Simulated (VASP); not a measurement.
Method: LDA (Ceperley-Alder, Perdew-Zunger), VASP's LDA PAW potentials (set 64) (plane waves; VASP).

Input for VASP

**POSCAR**
```
AuZn
1
    3.0983940163     0.0000000000    -0.0000000000
    0.0000000000     3.0983940163     0.0000000000
    0.0000000000     0.0000000000     3.0983940163
Zn Au
1 1
Direct
  0.5000000000   0.5000000000   0.5000000000
  0.0000000000   0.0000000000   0.0000000000
```

KPOINTS:
```
Automatic mesh
0
Gamma
11 11 11
0 0 0
```

### INCAR
```
# general
SYSTEM  = AuZn
PREC    = Accurate
ENCUT   = 400   # plane-wave cut-off (eV)
LREAL   = .False.   # projection in real space or not
LASPH   = .True.   # aspherical one-centre terms

# electronic loop
EDIFF   = 1E-8   # SCF stop (eV)
NELM    = 100   # most electronic steps
ALGO    = Normal
LMAXMIX = 6

# smearing
ISMEAR  = 1   # Methfessel-Paxton
SIGMA   = 0.1

# ions
IBRION  = 1
NSW     = 30
ISIF    = 2
EDIFFG  = -0.001

# output
LWAVE   = .False.
LCHARG  = .False.
```

POTCAR, in this order: Zn Au (LDA.64 set). Program: vasp_std.

Task: What will the output report for the number of irreducible k-points (NKPTS), largest plane-wave count, number of space-group operations, FFT grid (NGX, NGY, NGZ)?

Result: 
The number of irreducible k-points (NKPTS) comes out as 56 and the largest plane-wave count is 552. The number of space-group operations comes out as 48. The FFT grid (NGX, NGY, NGZ) comes out as 20 × 20 × 20.

The compound is AuZn in the CsCl type structure. It was relaxed first. The start is the result of an earlier pass. The electron count is odd and the run is not spin-polarised, which forces a metal.
